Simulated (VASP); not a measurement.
Consider the following.

```yaml
crystal:
  lattice:
    - [1.72332, -2.98488, 0.00000]
    - [1.72332, 2.98488, 0.00000]
    - [0.00000, 0.00000, 5.35153]
  atoms:
    - { symbol: Tl, position: [0.33333, 0.66667, 0.25000] }
    - { symbol: Tl, position: [0.66667, 0.33333, 0.75000] }
```

Computed with PBE GGA, VASP's PBE PAW potentials (set 64) (plane waves; VASP). Numerical set-up: 500 eV cut-off, 12×12×7 Γ-centred mesh, first-order Methfessel-Paxton smearing of 0.10 eV, potentials Tl_d.

Unless said otherwise, spin-orbit coupling is left out, though it shifts the bands of the heavy elements here.

Task: What does the run give for the energy per atom (σ→0), pressure, band gap (on the k-mesh) with the smallest direct gap where there is one?

Result: 
```json
{
 "band gap (on the k-mesh)": "none (metal, semimetal or under 0.01 eV)",
 "energy per atom (σ→0)": "-2.173 eV/atom",
 "pressure": "5.00 GPa"
}
```

The absolute energy has meaning only against runs of the same code, potentials and settings.

The compound is Tl in the hcp structure. It was relaxed first under an external pressure of 5 GPa.
